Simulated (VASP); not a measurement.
Here is the system:

```
CELL_PARAMETERS angstrom
      0.00000     2.60035     2.60035
      2.60035     0.00000     2.60035
      2.60035     2.60035     0.00000
ATOMIC_POSITIONS crystal
  N  0.25000 0.25000 0.25000
  Y  0.00000 0.00000 0.00000
```

All values below come from r2SCAN meta-GGA, VASP's PBE PAW potentials (set 64) (plane waves; VASP). Numerical set-up: 520 eV cut-off, 8×8×8 Γ-centred mesh, Gaussian smearing of 0.050 eV, potentials N Y_sv.

Energy and stress use the plane-wave basis of the starting cell.

Problem. The ions, cell shape and volume are relaxed. What does this cell relax into?

Solution. 
```
CELL_PARAMETERS angstrom
      0.00000     2.63343     2.63343
      2.63343     0.00000     2.63343
      2.63343     2.63343     0.00000
ATOMIC_POSITIONS crystal
  N  0.25000 0.25000 0.25000
  Y  0.00000 0.00000 0.00000
```
Space group F-43m (216), at a tolerance of 0.03 Å.

Problem. How do energy and volume change from the first to the last step?

Solution. The energy (σ→0) changes by -10.1 meV/atom and the volume by +3.9 %, in 3 ionic steps.

The structure was generated: YN was put into the zincblende type (F-43m), which need not be its known phase. This run relaxes it. Symmetry was kept, so distortions that lower it aren't found.
